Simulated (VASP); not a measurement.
Crystal: Nb2SiO2.

```
Nb Si O
1.0
    -1.90164    1.90164    4.41515
     1.90164   -1.90164    4.41515
     1.90164    1.90164   -4.41515
Nb Si O
2 1 2
Cartesian
  0.0000 1.9016 2.2076
  1.9016 0.0000 2.2076
  0.0000 0.0000 4.4151
  0.0000 0.0000 2.3553
  0.0000 0.0000 6.4750
```

The cell was built by a generator and needn't be a form met in nature.

| Property | Result |
| --- | --- |
| Program | VASP 6.6.1 |
| Task | relaxation of cell and atoms |
| Functional | PBE |
| Potentials or basis | VASP PAW PBE potentials, release 64 (Nb_sv, Si, O) |
| Cutoff | 520 eV |
| k mesh | 5 × 5 × 5 |
| Occupations | gaussian, width 0.15 eV |
| Spin | no spin polarisation |

At the start: pressure 70.3 GPa; volume 12.77 Å³/atom.

**Question.** How do energy, volume and symmetry change on relaxing?

**Answer.** Over 17 steps the energy falls by 1033.7 meV/atom and the volume is 13.06 Å³/atom (+2.3 %); space group I4/mmm (No. 139, to 0.05 Å).

The path:
```csv
step,energy change (eV),largest force (eV/Å),pressure (GPa),volume (Å³)
1,0.0000,2.4458,70.26,63.86
2,5.4075,0.4028,-35.63,127.78
3,-3.5590,1.5648,-10.86,84.07
4,-3.8179,1.7931,-6.04,81.29
5,-3.8380,1.8986,-2.18,79.56
6,-3.8387,1.8726,-2.78,79.89
7,-4.1911,1.6151,-3.16,78.13
8,-4.8850,0.4695,-4.35,72.75
9,-4.7068,1.2489,2.03,61.69
10,-5.0525,0.0662,-3.33,69.67
11,-5.1562,0.1509,-1.79,65.44
12,-5.1579,0.0086,-2.34,66.75
13,-5.1634,0.0269,-2.15,66.24
14,-5.1635,0.0520,-1.96,65.96
15,-5.0802,0.4685,10.18,62.75
16,-5.1685,0.0496,0.24,65.34
17,-5.1687,0.0494,0.11,65.32
```

Final structure:
```cif
data_structure
_symmetry_space_group_name_H-M 'P 1'
_symmetry_Int_Tables_number 1
_cell_length_a 4.6991
_cell_length_b 4.6991
_cell_length_c 4.6991
_cell_angle_alpha 126.179
_cell_angle_beta 126.179
_cell_angle_gamma 79.595
_cell_volume 65.32
loop_
_atom_site_label
_atom_site_type_symbol
_atom_site_fract_x
_atom_site_fract_y
_atom_site_fract_z
_atom_site_occupancy
Nb1 Nb 0.75000 0.25000 0.50000 1
Nb2 Nb 0.25000 0.75000 0.50000 1
Si1 Si 0.50000 0.50000 0.00000 1
O1 O 0.19754 0.19754 0.00000 1
O2 O 0.80246 0.80246 0.00000 1
```

Caveat: the k mesh is coarse (spacing up to 0.47 Å⁻¹), so the values aren't converged.
